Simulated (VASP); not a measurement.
Output of a VASP run:

File OSZICAR:
```
       N       E                     dE             d eps       ncg     rms          rms(c)
DAV:   1     0.685427039882E+02    0.68543E+02   -0.80302E+03  1528   0.117E+03
DAV:   2    -0.337285838862E+02   -0.10227E+03   -0.93203E+02  2256   0.258E+02
DAV:   3    -0.387891801455E+02   -0.50606E+01   -0.50247E+01  1928   0.609E+01
DAV:   4    -0.388503712394E+02   -0.61191E-01   -0.61148E-01  1912   0.729E+00
DAV:   5    -0.388513748425E+02   -0.10036E-02   -0.10034E-02  1936   0.929E-01    0.112E+01
RMM:   6    -0.355299345194E+02    0.33214E+01   -0.71625E+00  1512   0.203E+01    0.504E+00
RMM:   7    -0.352937854779E+02    0.23615E+00   -0.18719E+00  1512   0.111E+01    0.311E+00
RMM:   8    -0.352284203620E+02    0.65365E-01   -0.39309E-01  1512   0.509E+00    0.920E-01
RMM:   9    -0.352009725637E+02    0.27448E-01   -0.58882E-02  1512   0.235E+00    0.232E-01
RMM:  10    -0.352038638303E+02   -0.28913E-02   -0.33482E-02  1512   0.140E+00    0.277E-01
RMM:  11    -0.352023426253E+02    0.15212E-02   -0.31247E-03  1512   0.646E-01    0.105E-01
RMM:  12    -0.352022351444E+02    0.10748E-03   -0.13904E-03  1512   0.312E-01    0.989E-03
RMM:  13    -0.352022544670E+02   -0.19323E-04   -0.12522E-04  1500   0.126E-01    0.958E-03
RMM:  14    -0.352022560703E+02   -0.16033E-05   -0.17093E-05  1049   0.389E-02
   1 F= -.35202256E+02 E0= -.35202256E+02  d E =-.352023E+02
```

### OUTCAR
```
------------------------ aborting loop because EDIFF is reached ----------------------------------------
  FORCE on cell =-STRESS in cart. coord.  units (eV):
  Direction    XX          YY          ZZ          XY          YZ          ZX
  --------------------------------------------------------------------------------------
  Total        0.0469612      0.0469612      0.0834568      0.0000000     -0.0000000      0.0000000
  in kB        1.8106938      1.8106945      3.2178652      0.0000000     -0.0000000      0.0000000
  external PRESSURE =       2.2797512 kB  Pullay stress =       0.0000000 kB
  volume of cell :       41.55
      direct lattice vectors                 reciprocal lattice vectors
     2.512161451  0.000000000  0.000000000     0.398063588  0.229822078  0.000000000
    -1.256080725  2.175596028  0.000000000     0.000000000  0.459644156  0.000000000
     0.000000000  0.000000000  7.602892993     0.000000000  0.000000000  0.131528880
  FREE ENERGIE OF THE ION-ELECTRON SYSTEM (eV)
  ---------------------------------------------------
  free  energy   TOTEN  =       -35.2022560703 eV

  energy  without entropy=      -35.2022560703  energy(sigma->0) =      -35.20225607

 reached required accuracy - stopping structural energy minimisation
```
(Selected blocks of OUTCAR.)

### POSCAR
```
BN
1
    2.5121614511     0.0000000000     0.0000000000
   -1.2560807255     2.1755960275     0.0000000000
    0.0000000000     0.0000000000     7.6028929929
B N
2 2
Direct
  0.6666670000   0.3333330000   0.7500000000
  0.3333330000   0.6666670000   0.2500000000
  0.3333330000   0.6666670000   0.7500000000
  0.6666670000   0.3333330000   0.2500000000
```

### Question
Write an INCAR and KPOINTS that could have produced this output.

### Answer
Several could match; the one computed here: the input of the run itself, PBE GGA, plane waves, VASP's PBE PAW potentials (set 64).

### INCAR
```
SYSTEM = BN
PREC = Normal
ENCUT = 500
EDIFF = 1E-5
NELM = 100
ALGO = Fast
LREAL = .FALSE.
LASPH = .TRUE.
ISMEAR = 0
SIGMA = 0.05
GGA = PE
LWAVE = .FALSE.
LCHARG = .FALSE.
NELMIN = 4
IBRION = 2
ISIF = 2
NSW = 20
EDIFFG = -0.03
```

**KPOINTS**
```
Automatic mesh
0
Gamma
13 13 4
0 0 0
```

POTCAR, in this order: B N (PBE.64 set). Program: vasp_std.

Without a dispersion term in the relaxation, distances and binding between the weakly bound layers, chains or molecules are unreliable, and so is what depends on them.

The compound is BN in the hex structure. It was relaxed first, which changed the volume by +15 %.
